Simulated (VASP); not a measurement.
All values below come from LDA (Ceperley-Alder, Perdew-Zunger), VASP's LDA PAW potentials (set 64) (plane waves; VASP).

A VASP calculation is set up with these files.

INCAR:
```
! general
SYSTEM =TiO2
PREC   =Accurate
ENCUT  =520
LREAL  =F
LASPH  =T

! electronic loop
EDIFF  =1E-7
NELM   =100
ALGO   =Normal
LMAXMIX=4

! smearing
ISMEAR =0
SIGMA  =0.05

! ions
IBRION =2
NSW    =30
ISIF   =4
EDIFFG =-0.01

! output
LWAVE  =F
LCHARG =F
```

File KPOINTS:
```
Regular mesh
0
gamma
5 5 8
0 0 0
```

File POSCAR:
```
TiO2
1
    4.6428692569     0.0000000000     0.0000000000
    0.0000000000     4.6428692569     0.0000000000
    0.0000000000     0.0000000000     2.9809979197
Ti O
2 4
Direct
  0.0000000000   0.0000000000   0.0000000000
  0.5000000000   0.5000000000   0.5000000000
  0.3039999614   0.3039999614   0.0000000000
  0.8039999614   0.1960000386   0.5000000000
  0.1960000386   0.8039999614   0.5000000000
  0.6960000386   0.6960000386   0.0000000000
```

POTCAR, in this order: Ti_sv O (LDA.64 set). Program: vasp_std.

What VASP printed:

**OSZICAR**
```
       N       E                     dE             d eps       ncg     rms          rms(c)
DAV:   1     0.670272801398E+03    0.67027E+03   -0.25175E+04  1680   0.201E+03
DAV:   2     0.437110826420E+02   -0.62656E+03   -0.60445E+03  1820   0.582E+02
DAV:   3    -0.707747804169E+02   -0.11449E+03   -0.11190E+03  2600   0.215E+02
DAV:   4    -0.757286403576E+02   -0.49539E+01   -0.49490E+01  2216   0.478E+01
DAV:   5    -0.759288586854E+02   -0.20022E+00   -0.20018E+00  2380   0.794E+00    0.308E+01
DAV:   6    -0.596490542630E+02    0.16280E+02   -0.12198E+02  2068   0.102E+02    0.127E+01
DAV:   7    -0.589391153855E+02    0.70994E+00   -0.20831E+01  2096   0.357E+01    0.765E+00
DAV:   8    -0.588929981774E+02    0.46117E-01   -0.59810E+00  2112   0.216E+01    0.489E+00
DAV:   9    -0.586184774591E+02    0.27452E+00   -0.24875E+00  2160   0.134E+01    0.120E+00
DAV:  10    -0.586244984967E+02   -0.60210E-02   -0.12274E-01  2096   0.272E+00    0.237E-01
DAV:  11    -0.586242877624E+02    0.21073E-03   -0.57555E-03  2284   0.545E-01    0.862E-02
DAV:  12    -0.586243043488E+02   -0.16586E-04   -0.65781E-04  2484   0.175E-01    0.795E-02
DAV:  13    -0.586242359385E+02    0.68410E-04   -0.44895E-04  2352   0.173E-01    0.845E-03
DAV:  14    -0.586242365780E+02   -0.63950E-06   -0.19170E-05  2304   0.332E-02    0.759E-03
DAV:  15    -0.586242364142E+02    0.16387E-06   -0.22131E-06  2040   0.103E-02    0.239E-03
DAV:  16    -0.586242363713E+02    0.42846E-07   -0.18234E-07  1336   0.336E-03
   1 F= -.58624236E+02 E0= -.58624236E+02  d E =-.586242E+02
       N       E                     dE             d eps       ncg     rms          rms(c)
DAV:   1    -0.586601332789E+02   -0.35897E-01   -0.54371E+00  1680   0.194E+01    0.121E+00
DAV:   2    -0.586502241991E+02    0.99091E-02   -0.18255E-01  1832   0.355E+00    0.766E-01
DAV:   3    -0.586405993036E+02    0.96249E-02   -0.29721E-02  2160   0.146E+00    0.344E-01
DAV:   4    -0.586383711389E+02    0.22282E-02   -0.10342E-02  2116   0.894E-01    0.658E-02
DAV:   5    -0.586383661697E+02    0.49692E-05   -0.95810E-04  1884   0.281E-01    0.359E-02
DAV:   6    -0.586383500832E+02    0.16087E-04   -0.87852E-05  2504   0.727E-02    0.143E-02
DAV:   7    -0.586383479572E+02    0.21260E-05   -0.22933E-05  2132   0.378E-02    0.483E-03
DAV:   8    -0.586383478202E+02    0.13700E-06   -0.28392E-06  1864   0.131E-02    0.191E-03
DAV:   9    -0.586383477642E+02    0.55996E-07   -0.15927E-07  1200   0.418E-03
   2 F= -.58638348E+02 E0= -.58638348E+02  d E =-.141114E-01
       N       E                     dE             d eps       ncg     rms          rms(c)
DAV:   1    -0.586403273080E+02   -0.19795E-02   -0.34037E-01  1688   0.486E+00    0.302E-01
DAV:   2    -0.586396815366E+02    0.64577E-03   -0.11203E-02  1852   0.891E-01    0.192E-01
DAV:   3    -0.586390648007E+02    0.61674E-03   -0.17276E-03  2128   0.358E-01    0.787E-02
DAV:   4    -0.586389552485E+02    0.10955E-03   -0.59653E-04  2184   0.212E-01    0.182E-02
DAV:   5    -0.586389532907E+02    0.19578E-05   -0.57122E-05  1940   0.703E-02    0.891E-03
DAV:   6    -0.586389523278E+02    0.96294E-06   -0.52565E-06  2540   0.174E-02    0.318E-03
DAV:   7    -0.586389522348E+02    0.92947E-07   -0.11733E-06  1896   0.854E-03    0.119E-03
DAV:   8    -0.586389522227E+02    0.12151E-07   -0.14262E-07  1148   0.339E-03
   3 F= -.58638952E+02 E0= -.58638952E+02  d E =-.147159E-01
```

File OUTCAR:
```
------------------------ aborting loop because EDIFF is reached ----------------------------------------
  FORCE on cell =-STRESS in cart. coord.  units (eV):
  Direction    XX          YY          ZZ          XY          YZ          ZX
  --------------------------------------------------------------------------------------
  Total       -4.8250520     -4.8250520     -4.8556062      0.0000000      0.0000000      0.0000000
  in kB     -120.3034282   -120.3034282   -121.0652370      0.0000000      0.0000000      0.0000000
  external PRESSURE =    -120.5573645 kB  Pullay stress =       0.0000000 kB
  volume of cell :       64.26
      direct lattice vectors                 reciprocal lattice vectors
     4.665113464  0.000000000  0.000000000     0.214357059 -0.000000000  0.000000000
     0.000000000  4.665113464  0.000000000    -0.000000000  0.214357059  0.000000000
     0.000000000  0.000000000  2.952637689     0.000000000  0.000000000  0.338680226
 POSITION                                       TOTAL-FORCE (eV/Angst)
 -----------------------------------------------------------------------------------
      0.00000      0.00000      0.00000         0.000000      0.000000     -0.000000
      2.33256      2.33256      1.47632        -0.000000      0.000000     -0.000000
      1.42900      1.42900      0.00000        -0.003147     -0.003147     -0.000000
      3.76156      0.90355      1.47632        -0.003147      0.003147      0.000000
      0.90355      3.76156      1.47632         0.003147     -0.003147     -0.000000
      3.23611      3.23611      0.00000         0.003147      0.003147      0.000000
 -----------------------------------------------------------------------------------
    total drift:                                0.000000      0.000000      0.000000
  FREE ENERGIE OF THE ION-ELECTRON SYSTEM (eV)
  ---------------------------------------------------
  free  energy   TOTEN  =       -58.6389522227 eV

  energy  without entropy=      -58.6389522227  energy(sigma->0) =      -58.63895222

 reached required accuracy - stopping structural energy minimisation
```
(Selected blocks of OUTCAR.)

### CONTCAR
```
TiO2
   1.00000000000000
     4.6651134644540075    0.0000000000000000    0.0000000000000000
     0.0000000000000000    4.6651134644540075    0.0000000000000000
     0.0000000000000000    0.0000000000000000    2.9526376890937081
  Ti              O
     2     4
Direct
     0.0000000000000000    0.0000000000000000    0.0000000000000000
     0.5000000000000000    0.5000000000000000    0.5000000000000000
     0.3063166649703935    0.3063166649703935    0.0000000000000000
     0.8063166649703936    0.1936833350296065    0.5000000000000000
     0.1936833350296065    0.8063166649703936    0.5000000000000000
     0.6936833350296064    0.6936833350296064    0.0000000000000000
```

The compound is TiO2 in the rutile structure. This cell is one point of a volume scan, at 1.06 of the reference volume. Symmetry was kept, so distortions that lower it aren't found.
